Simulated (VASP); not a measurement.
All values below come from r2SCAN meta-GGA, VASP's PBE PAW potentials (set 64) (plane waves; VASP 6.6.1).

A VASP calculation is set up with these files.

**POSCAR**
```
BaGaH5
1.0
  4.8973946951   0.0000000000   0.0000000000
  0.0000000000   8.4661301376   0.0000000000
  0.0000000000   0.0000000000   4.4998966547
Ba Ga H
2 2 10
Cartesian
  2.4486973476   5.6034787868   1.1732010568
  0.0000000000   2.8626513508   3.4231493842
  0.0000000000   7.2633380836   3.0139366550
  2.4486973476   1.2027920540   0.7639883276
  0.0000000000   7.1086954187   1.4200838022
  2.4486973476   1.3574347189   3.6700321296
  3.6048469636   6.4504587836   3.4938476345
  3.7412450790   2.0156713540   1.2438993071
  1.2925477315   6.4504587836   3.4938476345
  1.1561496161   2.0156713540   1.2438993071
  0.0000000000   0.2676614208   3.5504298493
  2.4486973476   8.1984687168   1.3004815220
  0.0000000000   4.3673067831   1.1858253369
  2.4486973476   4.0988233545   3.4357736643
```

KPOINTS:
```
kpoints
0
Gamma
 4 3 5
```

### INCAR
```
SYSTEM = BaGaH5
PREC = Accurate
ENCUT = 400
EDIFF = 1E-6
NELM = 100
ALGO = Normal
LREAL = Auto
LASPH = .TRUE.
ISMEAR = 0
SIGMA = 0.05
METAGGA = R2SCAN
LMIXTAU = .TRUE.
LMAXMIX = 4
LWAVE = .FALSE.
LCHARG = .FALSE.
IBRION = 2
ISIF = 3
NSW = 60
EDIFFG = -0.02
```

POTCAR, in this order: Ba_sv Ga_d H (PBE.64 set). Program: vasp_std.

Output

### OUTCAR
```
 ion  position               nearest neighbor table
   1  0.500  0.662  0.261-  12 2.60   9 2.61   7 2.61  14 2.70  14 2.72   9 2.73   7 2.73  13 2.74
                            13 2.74   3 3.48   3 3.48   2 4.31   2 4.31   2 4.31   2 4.31
   2  0.000  0.338  0.761-  11 2.60  10 2.61   8 2.61  13 2.70  13 2.72  10 2.73   8 2.73  14 2.74
                            14 2.74   4 3.48   4 3.48   1 4.31   1 4.31   1 4.31   1 4.31
   3  0.000  0.858  0.670-  11 1.57   9 1.60   7 1.60   5 1.60   1 3.48   1 3.48
   4  0.500  0.142  0.170-  12 1.57  10 1.60   8 1.60   6 1.60   2 3.48   2 3.48
   5  0.000  0.840  0.316-   3 1.60
   6  0.500  0.160  0.816-   4 1.60
   7  0.736  0.762  0.776-   3 1.60   1 2.61   1 2.73
   8  0.764  0.238  0.276-   4 1.60   2 2.61   2 2.73
   9  0.264  0.762  0.776-   3 1.60   1 2.61   1 2.73
  10  0.236  0.238  0.276-   4 1.60   2 2.61   2 2.73
  11  0.000  0.032  0.789-   3 1.57   2 2.60
  12  0.500  0.968  0.289-   4 1.57   1 2.60
  13  0.000  0.516  0.264-   2 2.70   2 2.72   1 2.74   1 2.74
  14  0.500  0.484  0.764-   1 2.70   1 2.72   2 2.74   2 2.74
  LATTYP: Found a simple orthorhombic cell.
 ALAT       =     4.4998966547
 B/A-ratio  =     1.0883349265
 C/A-ratio  =     1.8814054604
 Subroutine PRICEL returns:
 Original cell was already a primitive cell.
 Subroutine GETGRP returns: Found  4 space group operations
The static configuration has the point symmetry C_1h.
...
```

File OSZICAR:
```
...
DAV:   4    -0.125707645093E+03   -0.29213E+01   -0.29124E+01  1856   0.318E+01
DAV:   5    -0.125826423740E+03   -0.11878E+00   -0.11870E+00  1896   0.475E+00    0.108E+01
DAV:   6    -0.119884374201E+03    0.59420E+01   -0.32317E+00  1824   0.168E+01    0.586E+00
DAV:   7    -0.112407772769E+03    0.74766E+01   -0.29918E+00  1428   0.990E+00    0.132E+00
DAV:   8    -0.114326070780E+03   -0.19183E+01   -0.17352E+00  1536   0.798E+00    0.646E-01
DAV:   9    -0.114613863320E+03   -0.28779E+00   -0.64257E-01  1380   0.465E+00    0.495E-01
DAV:  10    -0.114751452449E+03   -0.13759E+00   -0.92491E-02  1468   0.188E+00    0.218E-01
DAV:  11    -0.114708003189E+03    0.43449E-01   -0.26553E-02  1488   0.111E+00    0.958E-02
DAV:  12    -0.114747363360E+03   -0.39360E-01   -0.12313E-02  1516   0.745E-01    0.627E-02
DAV:  13    -0.114753182149E+03   -0.58188E-02   -0.51096E-03  1464   0.481E-01    0.334E-02
DAV:  14    -0.114754364300E+03   -0.11822E-02   -0.11040E-03  1460   0.210E-01    0.133E-02
DAV:  15    -0.114754127850E+03    0.23645E-03   -0.21818E-04  1800   0.110E-01    0.696E-03
DAV:  16    -0.114754168511E+03   -0.40661E-04   -0.37246E-05  1596   0.405E-02    0.384E-03
DAV:  17    -0.114754167485E+03    0.10264E-05   -0.16803E-05  1464   0.239E-02    0.158E-03
DAV:  18    -0.114754168580E+03   -0.10951E-05   -0.49618E-06  1148   0.136E-02    0.155E-03
DAV:  19    -0.114754169832E+03   -0.12528E-05   -0.10909E-06  1028   0.701E-03    0.823E-04
DAV:  20    -0.114754169624E+03    0.20870E-06   -0.41313E-07   844   0.528E-03
   1 F= -.11475417E+03 E0= -.11475417E+03  d E =-.114754E+03
       N       E                     dE             d eps       ncg     rms          rms(c)
DAV:   1    -0.114826846385E+03   -0.72677E-01   -0.13399E+00  1584   0.110E+01    0.127E+00
DAV:   2    -0.114787162664E+03    0.39684E-01   -0.12427E-01  1848   0.417E+00    0.601E-01
DAV:   3    -0.114777457531E+03    0.97051E-02   -0.34869E-02  1772   0.199E+00    0.111E-01
DAV:   4    -0.114777729884E+03   -0.27235E-03   -0.10401E-02  1528   0.974E-01    0.576E-02
DAV:   5    -0.114777964190E+03   -0.23431E-03   -0.15943E-03  1628   0.268E-01    0.371E-02
DAV:   6    -0.114778001449E+03   -0.37259E-04   -0.23836E-04  1652   0.102E-01    0.108E-02
DAV:   7    -0.114777981720E+03    0.19729E-04   -0.98480E-05  1440   0.820E-02    0.382E-03
DAV:   8    -0.114777965542E+03    0.16178E-04   -0.24885E-05  1536   0.315E-02    0.269E-03
DAV:   9    -0.114777966401E+03   -0.85896E-06   -0.65691E-06  1320   0.141E-02
   2 F= -.11477797E+03 E0= -.11477797E+03  d E =-.237968E-01
       N       E                     dE             d eps       ncg     rms          rms(c)
DAV:   1    -0.115013192987E+03   -0.23523E+00   -0.59678E+00  1584   0.233E+01    0.264E+00
DAV:   2    -0.114840269158E+03    0.17292E+00   -0.54469E-01  1848   0.842E+00    0.126E+00
DAV:   3    -0.114796172715E+03    0.44096E-01   -0.15904E-01  1772   0.424E+00    0.226E-01
DAV:   4    -0.114798148513E+03   -0.19758E-02   -0.47011E-02  1512   0.209E+00    0.122E-01
DAV:   5    -0.114798980491E+03   -0.83198E-03   -0.67489E-03  1628   0.546E-01    0.763E-02
DAV:   6    -0.114799160176E+03   -0.17969E-03   -0.97455E-04  1596   0.207E-01    0.252E-02
DAV:   7    -0.114799048568E+03    0.11161E-03   -0.45274E-04  1396   0.176E-01    0.781E-03
DAV:   8    -0.114798973983E+03    0.74585E-04   -0.11233E-04  1756   0.654E-02    0.559E-03
DAV:   9    -0.114798976399E+03   -0.24153E-05   -0.22641E-05  1588   0.251E-02    0.377E-03
DAV:  10    -0.114798976894E+03   -0.49543E-06   -0.37181E-06  1268   0.135E-02
   3 F= -.11479898E+03 E0= -.11479898E+03  d E =-.448073E-01
       N       E                     dE             d eps       ncg     rms          rms(c)
DAV:   1    -0.114802319543E+03   -0.33431E-02   -0.13086E+00  1472   0.714E+00    0.588E-01
DAV:   2    -0.114801457776E+03    0.86177E-03   -0.83741E-02  1704   0.280E+00    0.277E-01
DAV:   3    -0.114799989483E+03    0.14683E-02   -0.11223E-02  1808   0.771E-01    0.823E-02
DAV:   4    -0.114800239347E+03   -0.24986E-03   -0.31479E-03  1388   0.412E-01    0.255E-02
DAV:   5    -0.114800524761E+03   -0.28541E-03   -0.80690E-04  1372   0.189E-01    0.178E-02
DAV:   6    -0.114800526370E+03   -0.16084E-05   -0.23457E-04  1432   0.102E-01    0.583E-03
DAV:   7    -0.114800566679E+03   -0.40309E-04   -0.11269E-04  1384   0.709E-02    0.251E-03
DAV:   8    -0.114800569173E+03   -0.24947E-05   -0.10550E-05  1492   0.217E-02    0.224E-03
DAV:   9    -0.114800569461E+03   -0.28783E-06   -0.52372E-07  1064   0.441E-03
   4 F= -.11480057E+03 E0= -.11480057E+03  d E =-.159257E-02
       N       E                     dE             d eps       ncg     rms          rms(c)
DAV:   1    -0.114802050931E+03   -0.14818E-02   -0.19243E-01  1476   0.266E+00    0.221E-01
DAV:   2    -0.114801839361E+03    0.21157E-03   -0.10636E-02  1688   0.998E-01    0.110E-01
DAV:   3    -0.114801610964E+03    0.22840E-03   -0.15959E-03  1772   0.331E-01    0.274E-02
DAV:   4    -0.114801631893E+03   -0.20929E-04   -0.51474E-04  1372   0.182E-01    0.104E-02
DAV:   5    -0.114801674345E+03   -0.42452E-04   -0.11078E-04  1400   0.712E-02    0.653E-03
DAV:   6    -0.114801673347E+03    0.99799E-06   -0.32460E-05  1416   0.387E-02    0.230E-03
DAV:   7    -0.114801678634E+03   -0.52866E-05   -0.18895E-05  1384   0.292E-02    0.856E-04
DAV:   8    -0.114801678825E+03   -0.19139E-06   -0.18719E-06  1312   0.920E-03
   5 F= -.11480168E+03 E0= -.11480168E+03  d E =-.270193E-02
       N       E                     dE             d eps       ncg     rms          rms(c)
DAV:   1    -0.114802224304E+03   -0.54567E-03   -0.95958E-02  1416   0.195E+00    0.178E-01
DAV:   2    -0.114802368864E+03   -0.14456E-03   -0.70122E-03  1688   0.754E-01    0.811E-02
DAV:   3    -0.114802375595E+03   -0.67309E-05   -0.66274E-04  1756   0.217E-01    0.282E-02
DAV:   4    -0.114802379387E+03   -0.37928E-05   -0.20701E-04  1592   0.106E-01    0.853E-03
DAV:   5    -0.114802402381E+03   -0.22994E-04   -0.39488E-05  1456   0.403E-02    0.510E-03
DAV:   6    -0.114802396793E+03    0.55885E-05   -0.12913E-05  1388   0.257E-02    0.205E-03
DAV:   7    -0.114802402279E+03   -0.54867E-05   -0.95186E-06  1300   0.222E-02    0.616E-04
DAV:   8    -0.114802403049E+03   -0.76994E-06   -0.10003E-06  1108   0.731E-03
   6 F= -.11480240E+03 E0= -.11480240E+03  d E =-.724224E-03
       N       E                     dE             d eps       ncg     rms          rms(c)
DAV:   1    -0.114802450699E+03   -0.48420E-04   -0.97251E-02  1408   0.196E+00    0.180E-01
DAV:   2    -0.114802599890E+03   -0.14919E-03   -0.71486E-03  1684   0.762E-01    0.815E-02
DAV:   3    -0.114802609995E+03   -0.10105E-04   -0.67399E-04  1776   0.218E-01    0.285E-02
DAV:   4    -0.114802613680E+03   -0.36849E-05   -0.21006E-04  1600   0.107E-01    0.854E-03
DAV:   5    -0.114802637378E+03   -0.23698E-04   -0.40548E-05  1460   0.408E-02    0.510E-03
DAV:   6    -0.114802631787E+03    0.55917E-05   -0.13123E-05  1400   0.258E-02    0.209E-03
DAV:   7    -0.114802637324E+03   -0.55378E-05   -0.97694E-06  1304   0.224E-02    0.627E-04
DAV:   8    -0.114802638145E+03   -0.82052E-06   -0.10528E-06  1068   0.749E-03
   7 F= -.11480264E+03 E0= -.11480264E+03  d E =-.959320E-03
       N       E                     dE             d eps       ncg     rms          rms(c)
DAV:   1    -0.114802653213E+03   -0.15888E-04   -0.55104E-02  1304   0.130E+00    0.889E-02
DAV:   2    -0.114803004404E+03   -0.35119E-03   -0.30159E-03  1516   0.444E-01    0.408E-02
DAV:   3    -0.114803027706E+03   -0.23301E-04   -0.25101E-04  1840   0.114E-01    0.187E-02
DAV:   4    -0.114803028688E+03   -0.98230E-06   -0.70277E-05  1448   0.618E-02    0.461E-03
DAV:   5    -0.114803037067E+03   -0.83791E-05   -0.22802E-05  1420   0.310E-02    0.218E-03
DAV:   6    -0.114803036852E+03    0.21512E-06   -0.48543E-06  1352   0.146E-02
   8 F= -.11480304E+03 E0= -.11480304E+03  d E =-.398707E-03
```

File OUTCAR:
```
------------------------ aborting loop because EDIFF is reached ----------------------------------------
  FORCE on cell =-STRESS in cart. coord.  units (eV):
  Direction    XX          YY          ZZ          XY          YZ          ZX
  --------------------------------------------------------------------------------------
  Total       -0.0604686      0.0079833     -0.0902276      0.0000000      0.0000000      0.0000000
  in kB       -0.4970396      0.0656211     -0.7416525      0.0000000      0.0000000      0.0000000
  external PRESSURE =      -0.3910237 kB  Pullay stress =       0.0000000 kB
  volume of cell :      194.92
      direct lattice vectors                 reciprocal lattice vectors
     4.981328952  0.000000000  0.000000000     0.200749641  0.000000000  0.000000000
     0.000000000  8.574149673  0.000000000     0.000000000  0.116629641  0.000000000
     0.000000000  0.000000000  4.563658479     0.000000000  0.000000000  0.219122444
 POSITION                                       TOTAL-FORCE (eV/Angst)
 -----------------------------------------------------------------------------------
      2.49066      5.67461      1.18296         0.000000      0.003124     -0.004041
      0.00000      2.89954      3.46479         0.000000     -0.003124     -0.004041
      0.00000      7.35903      3.05299         0.000000     -0.016502      0.005626
      2.49066      1.21512      0.77116         0.000000      0.016502      0.005626
      0.00000      7.21356      1.47065         0.000000      0.019109     -0.001104
      2.49066      1.36059      3.75248         0.000000     -0.019109     -0.001104
      3.69739      6.54832      3.53561         0.008753      0.005584     -0.001254
      3.77460      2.02583      1.25378        -0.008753     -0.005584     -0.001254
      1.28394      6.54832      3.53561        -0.008753      0.005584     -0.001254
      1.20673      2.02583      1.25378         0.008753     -0.005584     -0.001254
      0.00000      0.24586      3.59627         0.000000      0.005317      0.005251
      2.49066      8.32829      1.31444         0.000000     -0.005317      0.005251
      0.00000      4.43090      1.20266         0.000000      0.003587     -0.003224
      2.49066      4.14325      3.48449         0.000000     -0.003587     -0.003224
 -----------------------------------------------------------------------------------
    total drift:                               -0.000000     -0.000000     -0.041434
  FREE ENERGIE OF THE ION-ELECTRON SYSTEM (eV)
  ---------------------------------------------------
  free  energy   TOTEN  =      -114.8030368520 eV

  energy  without entropy=     -114.8030368520  energy(sigma->0) =     -114.80303685

 reached required accuracy - stopping structural energy minimisation
```
(Selected blocks of OUTCAR.)

File CONTCAR:
```
BaGaH5
   1.00000000000000
     4.9813289515737047    0.0000000000000000    0.0000000000000000
     0.0000000000000000    8.5741496733246514    0.0000000000000000
     0.0000000000000000    0.0000000000000000    4.5636584793341752
  Ba              Ga              H
     2     2    10
Direct
     0.5000000000000000    0.6618281520321435    0.2592130189179280
     0.0000000000000000    0.3381718479678567    0.7592130189179279
     0.0000000000000000    0.8582812175340053    0.6689778589007709
     0.5000000000000000    0.1417187824659947    0.1689778589007709
     0.0000000000000000    0.8413151570475361    0.3222526758300576
     0.5000000000000000    0.1586848429524639    0.8222526758300573
     0.7422498261621704    0.7637282337482814    0.7747317085523051
     0.7577501738378296    0.2362717662517188    0.2747317085523051
     0.2577501738378296    0.7637282337482814    0.7747317085523051
     0.2422498261621704    0.2362717662517188    0.2747317085523051
     0.0000000000000000    0.0286743203577262    0.7880235012223008
     0.5000000000000000    0.9713256796422736    0.2880235012223007
     0.0000000000000000    0.5167747001279123    0.2635295279243269
     0.5000000000000000    0.4832252998720877    0.7635295279243269
```

Energy and stress use the plane-wave basis of the starting cell.

The structure comes from a computed database's BaGaH5 entry (Pmn2_1); how it stands against other phases isn't given here. This run relaxes it. Symmetry was kept, so distortions that lower it aren't found. The start is the result of an earlier pass.
